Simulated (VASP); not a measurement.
OSZICAR of a VASP run on Na (bcc):

OSZICAR:
```
       N       E                     dE             d eps       ncg     rms          rms(c)
DAV:   1     0.205301035825E+02    0.20530E+02   -0.39996E+03  1015   0.866E+02
DAV:   2    -0.932928419720E+00   -0.21463E+02   -0.21462E+02  1092   0.140E+02
DAV:   3    -0.130160022655E+01   -0.36867E+00   -0.36865E+00  1316   0.260E+01
DAV:   4    -0.130446136317E+01   -0.28611E-02   -0.28611E-02  1225   0.203E+00
DAV:   5    -0.130450397283E+01   -0.42610E-04   -0.42610E-04  1316   0.206E-01    0.211E-01
DAV:   6    -0.130393740796E+01    0.56656E-03   -0.55957E-04  1211   0.377E-01    0.140E-01
DAV:   7    -0.130354445838E+01    0.39295E-03   -0.11152E-03  1120   0.453E-01    0.165E-02
DAV:   8    -0.130353851751E+01    0.59409E-05   -0.46414E-05  1211   0.155E-01    0.212E-03
DAV:   9    -0.130353856655E+01   -0.49037E-07   -0.20919E-07  1134   0.620E-03
   1 F= -.13183201E+01 E0= -.13180682E+01  d E =-.755727E-03
```

Q: Which electronic solver shows in the log?

A: It is blocked Davidson (ALGO = Normal, or the opening steps of other solvers). The INCAR had ALGO = Normal.

Q: Can the final energy be trusted as converged?

A: The run converged. It stopped with EDIFF = 1E-7, NELM = 100 (PBE GGA with D4 dispersion, plane waves, VASP's PBE PAW potentials (set 64)).

The compound is Na in the bcc structure. This cell is one point of a volume scan, at 0.94 of the reference volume.
